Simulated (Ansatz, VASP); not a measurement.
## Hf2TiCN2 in two plane-wave programs

Aim: how closely do two programs agree when they are given the same cell, functional and k mesh? The cell is generated by rule, not measured, and may not be a known phase. The cell is taken from a series of runs on this material, whose earlier steps may have relaxed, scaled, displaced or heated it; both programs get it as it stands.

Method: plane waves, with VASP 6.6.1 beside it; relaxation of cell and atoms at PBEsol, in Ansatz 0.2.0.

**1. The structure**

It takes space group I4/mmm (No. 139, tetragonal). The conventional cell has a = 3.151 Å, b = 3.151 Å, c = 13.370 Å, α = 90.00°, β = 90.00°, γ = 90.00°. Nearest to C lie 4 Ti at 2.23 Å and 2 Hf at 2.23 Å. Nearest to Hf lie 5 N at 2.23 Å and 1 C at 2.23 Å. Nearest to N lie 5 Hf at 2.23 Å and 1 Ti at 2.23 Å. Nearest to Ti lie 4 C at 2.23 Å and 2 N at 2.23 Å. Farther neighbours and most contacts between anions are not listed.

**2. Ansatz: relaxation of cell and atoms, PBEsol, pair 1**

Ansatz runs on its default PAW (the set named soft_2) files.

The relaxed volume is the usual yardstick between codes: in a stiff, nearly cubic crystal its relative difference is about their pressure difference at one cell divided by the bulk modulus.

input.yaml reads:

```yaml
crystal:
  lattice:
    - [2.22833, 2.22833, 0.0]
    - [-2.22833, 2.22833, 0.0]
    - [2.22833, 0.0, 6.685]
  atoms:
    - { symbol: C, position: [0.5, 0.5, 0.0] }
    - { symbol: Hf, position: [0.333333, 0.666667, 0.333333] }
    - { symbol: Hf, position: [0.666667, 0.333333, 0.666667] }
    - { symbol: "N", position: [0.833333, 0.166667, 0.333333] }
    - { symbol: "N", position: [0.166667, 0.833333, 0.666667] }
    - { symbol: Ti, position: [0.0, 0.0, 0.0] }
kpoints:
  mp_grid: { grid: [6, 6, 6] }
hamiltonian:
  xc: pbesol
scf:
  occupations: { method: gaussian, width: 0.1 }
output:
  forces: true
  stress: true
  eigenvalues: true
relax:
  adjacent_minimum: "off"
  f_tol: 0.05
  max_steps: 80
  cell: { stress_tol: 0.5 }
```

The run is started by

```sh
$ ansatz run input.yaml --threads 8 --pin off --max-ram 14336MiB --backend cpu --events-out ev --progress --plain --runs-dir out
```

Numbers of over 12 decimals in the logs are rounded to 6 here.

What it wrote:

```text
Warning: the atoms were moved onto the symmetric positions of the space group found under crystal.symmetry.tolerance 1.0e-5 (fractional; no operation is sought that the atoms, as they stand in a round, miss by more than twice it, and no atom is moved by as much as it), and the run uses the moved positions. Before a round's move an operation carried an atom to 4.46e-6 Å from where it should land, the largest such dist [...]
The last accepted step is kept in <dir> (removed where the run ends without a failure and the disk answers)
Engine: ansatz 0.2.0, aarch64-unknown-linux-gnu
Pseudopotentials: kind: paw
Pseudopotential: C, paw, valence charge 4, recommended cutoff 420 eV (normal), C.paw.azcp
Pseudopotential: Hf, paw, valence charge 26, recommended cutoff 420 eV (normal), Hf.paw.azcp
Pseudopotential: N, paw, valence charge 5, recommended cutoff 420 eV (normal), N.paw.azcp
Pseudopotential: Ti, paw, valence charge 12, recommended cutoff 420 eV (normal), Ti.paw.azcp
Functional definition: PBEsol
  exchange = pbesol_x
  correlation = pbesol_c
Crystal: 6 atoms, lattice volume = 66.388 Å³
Basis set: ecut = 420 eV, 1299 PW (Γ), exchange–correlation on 48×48×96 points (8 copies of the dense FFT grid, shifted against one another)
Bands: 47, of which v1, the nominal top of the filled ones, is band 39 counted from 1 (38 counted from 0)
Symmetry: 16 space group operations
Space group: I4/mmm (ITA 139), of the structure as read, at distance tolerance 4.0e-5 Å
k-points: 30 of 216
Non-local potential: C, projectors of the file, l = 0: 2, l = 1: 2, l = 2: 1
Non-local potential: Hf, projectors of the file, l = 0: 3, l = 1: 2, l = 2: 2, l = 3: 3
Non-local potential: N, projectors of the file, l = 0: 2, l = 1: 2, l = 2: 1
Non-local potential: Ti, projectors of the file, l = 0: 3, l = 1: 2, l = 2: 3, l = 3: 1
PAW form: soft (Blöchl's): semilocal exchange-correlation on the pseudo side does not see the compensation charge
PAW frozen core: C, regenerated for the run's functional, and the local potential with it (the file was generated under x = pbe(κ = 0.804, μ = 0.219515), c = pbe(β = 0.066725))
PAW frozen core: Hf, regenerated for the run's functional, and the local potential with it (the file was generated under x = pbe(κ = 0.804, μ = 0.219515), c = pbe(β = 0.066725))
PAW frozen core: N, regenerated for the run's functional, and the local potential with it (the file was generated under x = pbe(κ = 0.804, μ = 0.219515), c = pbe(β = 0.066725))
PAW frozen core: Ti, regenerated for the run's functional, and the local potential with it (the file was generated under x = pbe(κ = 0.804, μ = 0.219515), c = pbe(β = 0.066725))
PAW one-centre angular grid: C, 110 points (default); XC on 64 Gauss nodes
PAW one-centre angular grid: Hf, 590 points (default); XC on 64 Gauss nodes
PAW one-centre angular grid: N, 110 points (default); XC on 64 Gauss nodes
PAW one-centre angular grid: Ti, 590 points (default); XC on 64 Gauss nodes
Initial density: superposition of atomic densities (neutral atoms: chi_scale 0, normalization atom), corrected by the library's trained network
Initial wavefunctions: pseudopotential atomic-orbital guess
Functional: x = pbesol(κ = 0.804, μ = 0.123457), c = pbesol(β = 0.046)
SCF iter   1: F=—  HF=-34683.140113 eV  |F-HF|=—  |Δ(HF+E_count)|=         —  Δρ=1.20e-2  dr2=1.05e-1  ethr=1.77e-3  ⟨swp⟩=4.6  Hψ=4377  notcnv=0  defer=1
preconditioner: auto → Resta (q_TF=auto, 2.803 Å⁻¹)  ε∞=5.8  [insulator: Δε(μ)=0.215 eV  Ē_g=17.574 eV  σ=0.100 eV  W_gap=0.78  n_scr=20 (ndim 8)  ℏωp=38.7 eV  f_vac=0.000  D(μ)=0.95/eV (n_scr^D=2)  ε∞_Penn≈5.8]
SCF iter   2: F=—  HF=-34683.117478 eV  |F-HF|=—  |Δ(HF+E_count)|=   2.26e-2  Δρ=4.60e-3  dr2=1.70e-2  ethr=1.35e-4  ⟨swp⟩=2.0  Hψ=2040  notcnv=0  defer=35
SCF iter   3: F=—  HF=-34683.113806 eV  |F-HF|=—  |Δ(HF+E_count)|=   3.67e-3  Δρ=7.89e-4  dr2=2.94e-4  ethr=2.18e-5  ⟨swp⟩=2.0  Hψ=2157  notcnv=0  defer=35
SCF iter   4: F=—  HF=-34683.113811 eV  |F-HF|=—  |Δ(HF+E_count)|=   5.08e-6  Δρ=2.74e-4  dr2=4.59e-5  ethr=3.77e-7  ⟨swp⟩=2.0  Hψ=2522  notcnv=0  defer=35
[...]
SCF iter   5: F=—  HF=-34683.237324 eV  |F-HF|=—  |Δ(HF+E_count)|=   2.98e-6  Δρ=4.22e-5  dr2=9.94e-7  ethr=1.76e-8  ⟨swp⟩=2.6  Hψ=2482  notcnv=0
SCF iter   6: F=-34683.237324 eV  HF=-34683.237324 eV  |F-HF|=1.85e-8  |Δ(HF+E_count)|=   1.29e-7  Δρ=7.03e-6  dr2=2.57e-8  ethr=7.69e-10  ⟨swp⟩=5.9  Hψ=5950  notcnv=0
SCF 3 converged in 6 iterations: F = -34683.237324 eV  dr2 = 2.57e-8
relax step   3: F+E_penalty+E_count = -34683.23732365 eV  Δ(F+E_penalty+E_count) = -1.664e-2 eV  max|allowed force component| = 1.137e-1 eV/Å  Δτ_max = 0.0153 Å  P = -0.581 GPa  Ω = 66.429 Å³  energy of the carried Pulay correction = -1.175e-4 eV  (6 SCF iters, dr2 threshold 6.00e-7 eV, accepted)
[...]
relax step   4: F+E_penalty+E_count = -34683.23978249 eV  Δ(F+E_penalty+E_count) = -2.459e-3 eV  max|allowed force component| = 4.204e-2 eV/Å  Δτ_max = 0.0086 Å  P = +0.208 GPa  Ω = 66.284 Å³  energy of the carried Pulay correction = +2.965e-4 eV  (6 SCF iters, dr2 threshold 6.00e-7 eV, accepted)
[...]
relax step   5: F+E_penalty+E_count = -34683.23959596 eV  Δ(F+E_penalty+E_count) = +1.865e-4 eV  max|allowed force component| = 4.301e-2 eV/Å  Δτ_max = 0.0000 Å  P = +0.197 GPa  Ω = 66.284 Å³  stress off target by 2.93e-1 GPa  SCF on the basis re-selected at this cell (its energy is not comparable with the rows above)  (6 SCF iters)
basis re-selected at this cell: Δ(F+E_penalty+E_count) = +1.865e-4 eV, ΔP = -0.011 GPa vs the last step (what re-selecting the basis moved, of the pressure what is left beyond the Pulay correction that the steps carried, after the strain that the cell walked since its last selection, with what the two solves' SCF thresholds leave and, on support functions, any second-order correction that the steps lacked; it is no m [...]
SCF converged after 6 iterations
Free energy (F): -34683.239596 eV
Harris-Foulkes:  -34683.239596 eV  (|F-HF|=0.00e0)
Internal energy: -34683.234321 eV  (E = F + TS)
E sigma→0 (E₀):  -34683.236958 eV
Entropy (-TS):   -0.005275 eV (-0.879 meV/atom)
Fermi energy:    20.992939 eV
--- Per-component energies (eV) ---
  E_band       = 188.392616
  E_kinetic    = 1477.582008
  E_local      = -11229.631717  (includes V_loc(G=0)·N_el)
  E_nonlocal   = -2350.050312
  E_hartree    = 5270.463135
  E_xc         = -864.967112
  E_vxc        = -873.138025  (∫ρ·V_xc dr)
  E_paw        = -14977.486251  (= ΣΔE_a)
  E_vpaw       = 2622.704189  (= ΣTr[D̂ρ^β])
  E_aug_tail   = 0.000314  (compensation charges beyond the density's cutoff)
  E_ewald      = -12011.863252
  E_core_change = 2.718866  (= ΣΔE_core)
  E_smearing   = -0.005275  (= −TS)
  E_closure    = -0.000000  (closes the sum)
  Σ components = -34683.239596   (vs F -34683.239596, Δ=0.00e0)
--- Forces (eV/Å), atoms counted from 1 ---
  atom   1  C      0.00000000    -0.00000000     0.00000000
  atom   2  Hf     0.00000000    -0.00000000     0.01325358
  atom   3  Hf     0.00000000     0.00000000    -0.01325358
  atom   4  N      0.00000000     0.00000000     0.04301004
  atom   5  N      0.00000000     0.00000000    -0.04301004
  atom   6  Ti     0.00000000    -0.00000000     0.00000000
  max |Σ_I F_I| component: 6.94e-18 eV/Å
--- Stress (GPa, compression-positive) ---
        0.148785      -0.000000       0.000000
       -0.000000       0.148785       0.000000
        0.000000       0.000000       0.292691
  P = ⅓ Tr σ = 0.1968 GPa (1.968 kbar)
--- Band table (eV; the first three rows and the last of 30) ---
  k-point 0: bands = [... 35 lower, 18.2962, 18.4885, 19.4751, 20.2345, 20.2345, 20.7329, 20.8986, 20.8986, ... 4 higher]
  k-point 1: bands = [... 35 lower, 18.2655, 18.7643, 18.8178, 20.0595, 20.0595, 20.6175, 21.1872, 21.1872, ... 4 higher]
  k-point 2: bands = [... 35 lower, 18.1911, 18.1911, 19.1861, 19.8727, 19.8727, 20.3223, 21.6261, 21.6261, ... 4 higher]
  k-point 29: bands = [... 35 lower, 17.0524, 17.4892, 18.7875, 18.8595, 19.6084, 22.4073, 23.0862, 23.4685, ... 4 higher]
--- Relaxed structure (4 steps of the walk, 4 accepted, 1 SCFs on fresh bases) ---
  F+E_penalty+E_count = -34683.23959596 eV   max|allowed force component| = 4.301e-2 eV/Å   (the final SCF, on the basis selected at the relaxed cell)
  cell:  # Å, volume = 66.2842 Å³
    - [2.209222, 2.209222, 0.0]
    - [-2.209222, 2.209222, 0.0]
    - [2.209222, 0, 6.790493]
  atoms:
    - { symbol: C, position: [0.5, 0.5, 0.0] }
    - { symbol: Hf, position: [0.339988, 0.660012, 0.320023] }
    - { symbol: Hf, position: [0.660012, 0.339988, 0.679977] }
    - { symbol: N, position: [0.833336, 0.166664, 0.333327] }
    - { symbol: N, position: [0.166664, 0.833336, 0.666673] }
    - { symbol: Ti, position: [0, 0, 0.0] }
```

(Part 1 of 3 ends here.)

[Lines on the potential files, build, host, timing and source positions are cut from VASP's logs without a mark.]

[Logs are printed without paths, hosts, clocks, repeated set-up lines and the standing remarks that a program may print on its own settings, such as how far it seeks lower states.]

[Hosts, paths, dates, database ids (printed as entryN), source tags and the programs' standing remarks are cut or masked in the printed files.]
